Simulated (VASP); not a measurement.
All values below come from PBEsol GGA, VASP's PBE PAW potentials (set 64) (plane waves; VASP).

A VASP calculation is set up with these files.

File POSCAR:
```
Sb
3.3102920
  0.9999998896  -0.0000000043   0.0000000000
 -0.4999998012   0.8660253884   0.0000000000
  0.0000000000   0.0000000000   1.6564055611
Sb
2
Cart
 -0.0000004043   0.5773505462   0.4141013903
  0.5000004927   0.2886748379   1.2423041709
```

### KPOINTS
```
Automatic mesh
0
Gamma
14 14 8
0 0 0
```

INCAR:
```
# general
SYSTEM  = Sb
PREC    = Accurate
ENCUT   = 400   # plane-wave cut-off (eV)
LREAL   = F
LASPH   = T   # aspherical one-centre terms

# electronic loop
EDIFF   = 1E-7
NELM    = 100   # most electronic steps
ALGO    = Normal   # blocked Davidson
LMAXMIX = 4   # l cut-off of mixed one-centre charges

# smearing
ISMEAR  = -5   # tetrahedra, Bloechl

# functional
GGA     = PS   # PBEsol

# ions
ISIF    = 2   # forces and stress, cell fixed

# output
LWAVE   = F
LCHARG  = T
LORBIT  = 11
NEDOS   = 601
```

POTCAR, in this order: Sb (PBE.64 set). Program: vasp_std.

For a metal the tetrahedron method with Blöchl corrections gives inexact stress and forces. Unless said otherwise, spin-orbit coupling is left out, though it shifts the bands of the heavy elements here.

**Question.** Predict the energy per atom (σ→0), band gap (on the k-mesh).

**Answer.** 
The energy per atom (σ→0) is -418.3 kJ/mol of atoms and the band gap (on the k-mesh) is none (metal, semimetal or under 0.01 eV).

**OSZICAR**
```
...
DAV:   6    -0.867654906528E+01    0.84732E-02   -0.37464E-03  2350   0.368E-01    0.142E+00
DAV:   7    -0.867179117343E+01    0.47579E-02   -0.72709E-03  2256   0.509E-01    0.370E-02
DAV:   8    -0.867177478902E+01    0.16384E-04   -0.72194E-05  2353   0.795E-02    0.122E-02
DAV:   9    -0.867177295899E+01    0.18300E-05   -0.16347E-06  2427   0.122E-02    0.256E-03
DAV:  10    -0.867177234957E+01    0.60942E-06   -0.18082E-07  2074   0.294E-03    0.189E-03
DAV:  11    -0.867177203273E+01    0.31684E-06   -0.97225E-09  1148   0.823E-04    0.125E-04
DAV:  12    -0.867177201729E+01    0.15434E-07   -0.11951E-09  1130   0.329E-04
   1 F= -.86717720E+01 E0= -.86717720E+01  d E =0.000000E+00
```

The structure was generated: Sb was put into the hcp type (P6_3/mmc), which need not be its known phase. It was relaxed first, which changed the volume by -5 %.
